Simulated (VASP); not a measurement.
Input:

```
Mg3ZnO4
1.0
    2.94182    -4.16218     0.00000
    2.94182     4.16218     0.00000
    0.00000     0.00000     2.94783
Mg Zn O
3 1 4
Direct
  0.50000   0.50000   0.00000
  0.00000   0.50000   0.50000
  0.50000   0.00000   0.50000
  0.00000   0.00000   0.00000
  0.25280   0.74720   0.00000
  0.74720   0.25280   0.00000
  0.74489   0.74489   0.50000
  0.25511   0.25511   0.50000
```

These are LDA (Ceperley-Alder, Perdew-Zunger), VASP's LDA PAW potentials (set 64) (plane waves; VASP 6.6.1) values and carry that method's errors. Run with 520 eV cut-off, Gaussian smearing of 0.050 eV, potentials Mg Zn O.

**Question.** Predict the band gap (along the path) with the smallest direct gap where there is one.

**Answer.** 
| Item | Value |
|---|---|
| band gap (along the path) | 3.70 eV |
| smallest direct gap (along the path) | 3.73 eV |

Only differences to runs with the same potentials and settings are physical.

The structure comes from a computed database's Mg3ZnO4 entry (Cmmm); how it stands against other phases isn't given here. It was relaxed first, which changed the volume by -8 %.
